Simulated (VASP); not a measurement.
Here is the system:

```
CELL_PARAMETERS angstrom
      1.39230    -2.41153     0.00000
      1.39230     2.41153     0.00000
      0.00000     0.00000     4.40640
ATOMIC_POSITIONS crystal
  Os 0.33333 0.66667 0.25000
  Os 0.66667 0.33333 0.75000
```

These are PBE GGA, VASP's PBE PAW potentials (set 64) (plane waves; VASP) values and carry that method's errors. Settings: 525 eV cut-off, 14×14×8 Γ-centred mesh, first-order Methfessel-Paxton smearing of 0.10 eV, potentials Os.

Give the stress tensor in GPa (positive for a compressed cell).

```
-12.40    0.00    0.00
  0.00  -12.40    0.00
  0.00    0.00  -15.48
```
The pressure is its mean diagonal, -13.43 GPa.

The compound is Os in the hcp structure. The cell was not relaxed at this level. The run is one of a series of settings (ENCUT = 525 against the base run), some of them coarse on purpose.
